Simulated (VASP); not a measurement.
Level of theory: PBE GGA with D3 dispersion (Becke-Johnson damping), VASP's PBE PAW potentials (set 64) (plane waves; VASP 6.6.1).

VASP input:

INCAR:
```
# general
SYSTEM =TiAl
PREC   =Accurate
ENCUT  =520
LREAL  =F
LASPH  =T

# electronic loop
EDIFF  =1E-7
NELM   =100
ALGO   =Normal
LMAXMIX=4

# smearing
ISMEAR =1
SIGMA  =0.1

# functional
GGA    =PE
IVDW   =12

# ions
IBRION =2
NSW    =30
ISIF   =4
EDIFFG =-0.01

# output
LWAVE  =F
LCHARG =F
```

File KPOINTS:
```
Automatic
0
G
 13 13 9
```

POSCAR:
```
TiAl
1.0
  2.7282765803   0.0000000000   0.0000000000
  0.0000000000   2.7282765803   0.0000000000
  0.0000000000   0.0000000000   3.9230998614
Ti Al
1 1
Cart
  0.0000000000   0.0000000000   0.0000000000
  1.3641382902   1.3641382902   1.9615499307
```

POTCAR, in this order: Ti_sv Al (PBE.64 set). Program: vasp_std.

Output

OSZICAR:
```
       N       E                     dE             d eps       ncg     rms          rms(c)
DAV:   1     0.925069818940E+02    0.92507E+02   -0.75714E+03  3080   0.142E+03
DAV:   2    -0.770999649796E+01   -0.10022E+03   -0.97229E+02  3122   0.339E+02
DAV:   3    -0.134914472570E+02   -0.57815E+01   -0.55461E+01  4767   0.797E+01
DAV:   4    -0.137012457496E+02   -0.20980E+00   -0.20770E+00  3787   0.130E+01
DAV:   5    -0.137108452264E+02   -0.95995E-02   -0.95675E-02  4556   0.254E+00    0.108E+01
DAV:   6    -0.123698763160E+02    0.13410E+01   -0.10898E+01  3768   0.378E+01    0.346E+00
DAV:   7    -0.122590485677E+02    0.11083E+00   -0.90339E-01  3513   0.105E+01    0.224E+00
DAV:   8    -0.122522920450E+02    0.67565E-02   -0.12932E-01  3454   0.422E+00    0.502E-01
DAV:   9    -0.122516526273E+02    0.63942E-03   -0.25649E-02  3837   0.217E+00    0.252E-01
DAV:  10    -0.122518706180E+02   -0.21799E-03   -0.17659E-03  3687   0.499E-01    0.627E-02
DAV:  11    -0.122518479161E+02    0.22702E-04   -0.46088E-04  3915   0.255E-01    0.520E-02
DAV:  12    -0.122518495891E+02   -0.16731E-05   -0.41641E-05  3489   0.736E-02    0.100E-02
DAV:  13    -0.122518489967E+02    0.59249E-06   -0.81102E-07  3869   0.982E-03    0.783E-03
DAV:  14    -0.122518491606E+02   -0.16392E-06   -0.10831E-06  3409   0.135E-02    0.351E-04
DAV:  15    -0.122518491462E+02    0.14395E-07   -0.34558E-08  1716   0.211E-03
   1 F= -.13327373E+02 E0= -.13327036E+02  d E =-.133274E+02
```

### OUTCAR
```
------------------------ aborting loop because EDIFF is reached ----------------------------------------
 Edisp (eV)   -1.07552
  FORCE on cell =-STRESS in cart. coord.  units (eV):
  Direction    XX          YY          ZZ          XY          YZ          ZX
  --------------------------------------------------------------------------------------
  Total       1.56526     1.56526     1.55213     0.00000    -0.00000     0.00000
  in kB      85.87997    85.87997    85.15947     0.00000    -0.00000     0.00000
  external pressure =       85.64 kB  Pullay stress =        0.00 kB
  volume of cell :       29.20
      direct lattice vectors                 reciprocal lattice vectors
     2.728276580  0.000000000  0.000000000     0.366531754  0.000000000  0.000000000
     0.000000000  2.728276580  0.000000000     0.000000000  0.366531754  0.000000000
     0.000000000  0.000000000  3.923099861     0.000000000  0.000000000  0.254900470
 POSITION                                       TOTAL-FORCE (eV/Angst)
 -----------------------------------------------------------------------------------
      0.00000      0.00000      0.00000         0.000000      0.000000      0.000000
      1.36414      1.36414      1.96155         0.000000      0.000000      0.000000
 -----------------------------------------------------------------------------------
    total drift:                               -0.000000      0.000000     -0.000000
  FREE ENERGIE OF THE ION-ELECTRON SYSTEM (eV)
  ---------------------------------------------------
  free  energy   TOTEN  =       -13.3273733687 eV

  energy  without entropy=      -13.3263618517  energy(sigma->0) =      -13.32703620

 reached required accuracy - stopping structural energy minimisation
```
(Selected blocks of OUTCAR.)

**OUTCAR**
```
 val. band max:        9.4281233770   @ k =   0.1538   0.0000   0.2222

 cond. band min:       9.4342942784   @ k =   0.2308   0.0769   0.4444


 Fermi energy:         9.4304850249

 k-point     1 :       0.0000    0.0000    0.0000
  band No.  band energies     occupation
      1     -46.9541      2.00000
      2     -23.3650      2.00000
      3     -22.8346      2.00000
      4     -22.8346      2.00000
      5      -0.0615      2.00000
      6       7.3735      2.00000
      7       8.4516      2.00000
      8       9.2672      2.04314
      9      11.8798      0.00000
     10      11.8798      0.00000
     11      13.1866      0.00000

 k-point     2 :       0.0769    0.0000    0.0000
  band No.  band energies     occupation
      1     -46.9492      2.00000
      2     -23.3602      2.00000
      3     -22.8736      2.00000
      4     -22.8312      2.00000
      5       0.0647      2.00000
      6       7.4780      2.00000
      7       8.5060      2.00000
      8       9.1282      2.00016
      9      11.9029      0.00000
     10      12.0344      0.00000
     11      13.0520      0.00000

 k-point     3 :       0.1538    0.0000    0.0000
  band No.  band energies     occupation
      1     -46.9355      2.00000
      2     -23.3470      2.00000
      3     -22.9808      2.00000
      4     -22.8219      2.00000
      5       0.4386      2.00000
      6       7.7580      2.00000
      7       8.6197      2.00000
      8       8.7897      2.00000
      9      11.9674      0.00000
     10      12.4364      0.00000
     11      12.7081      0.00000

 k-point     4 :       0.2308    0.0000    0.0000
  band No.  band energies     occupation
      1     -46.9161      2.00000
      2     -23.3284      2.00000
      3     -23.1296      2.00000
      4     -22.8088      2.00000
      5       1.0469      2.00000
      6       8.1074      2.00000
      7       8.3835      2.00000
      8       8.5980      2.00000
      9      12.0603      0.00000
...
```

The compound is TiAl in the L1_0 structure. This cell is one point of a volume scan, at 0.94 of the reference volume. The electron count is odd and the run is not spin-polarised, which forces a metal.
